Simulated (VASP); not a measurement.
**OsO3: single point with PBE**

Crystal: OsO3.

```
Os O
1.0
     2.75458    0.00000    0.00000
     0.00000    2.75458    0.00000
     0.00000    0.00000    6.97955
Os O
1 3
Direct
  0.00000 0.00000 0.00000
  0.50000 0.50000 0.76619
  0.00000 0.00000 0.50000
  0.50000 0.50000 0.23381
```

The cell was built by a generator and needn't be a form met in nature.

```json
{
  "Program": "VASP 6.6.1",
  "Task": "single point",
  "Functional": "PBE",
  "Potentials or basis": "VASP PAW PBE potentials, release 64 (Os, O)",
  "Cutoff": "520 eV",
  "k mesh": "10 × 10 × 4",
  "Occupations": "fermi-dirac, width 0.05 eV",
  "Spin": "no spin polarisation",
  "Further INCAR settings": "ALGO = Normal; EDIFF = 1e-07; NBANDS = 21"
}
```

- Pressure: -33.7 GPa
- Largest force: 4.053 eV/Å
- Band gap on the k mesh: none (metal or under the smearing width)

Forces on the atoms (eV/Å):
```
Os   0.000  0.000  0.000
O    0.000  0.000  4.053
O    0.000  0.000  0.000
O    0.000  0.000 -4.053
```

Stress tensor (GPa, compression positive):
```
-27.67   0.00   0.00
  0.00 -27.67   0.00
  0.00   0.00 -45.80
```

Levels at points of the mesh, in eV from the Fermi level:
| k point | band 9 | band 10 | band 11 | band 12 | band 13 | band 14 | band 15 | band 16 | band 17 | band 18 |
| --- | --- | --- | --- | --- | --- | --- | --- | --- | --- | --- |
| (0.00, 0.00, 0.00) | -1.89 | -1.47 | -1.47 | -0.29 | 0.35 | 0.35 | 0.57 | 1.07 | 1.07 | 1.60 |
| (0.50, 0.00, 0.00) | -2.61 | -1.22 | -1.05 | -0.15 | -0.13 | 0.13 | 0.29 | 0.44 | 1.06 | 5.94 |
| (0.50, 0.50, 0.00) | -1.84 | -1.11 | -1.11 | -0.67 | -0.37 | 0.07 | 0.36 | 0.36 | 2.24 | 7.89 |
| (0.00, 0.00, 0.50) | -2.01 | -1.37 | -1.37 | -1.01 | 0.20 | 0.20 | 0.57 | 1.15 | 1.15 | 2.25 |
| (0.50, 0.00, 0.50) | -2.61 | -1.84 | -1.05 | -0.30 | -0.13 | 0.29 | 0.44 | 0.53 | 1.14 | 5.88 |
| (0.50, 0.50, 0.50) | -1.97 | -1.49 | -1.49 | -1.03 | 0.07 | 0.18 | 0.61 | 0.61 | 2.24 | 7.85 |

It took 72 s on 1 thread of Intel(R) Xeon(R) Platinum 8488C (Sapphire Rapids), with other jobs on the host, peak memory 0.2 GiB.

Caveat: a pressure of tens of GPa on the cell as given is suspect, and the run, the potentials or the cell itself is likely at fault; forces of over 1 eV/Å show positions far from the minimum, so gaps and moduli don't describe the material at rest. Spin-orbit coupling is left out, which matters for the levels of Os.
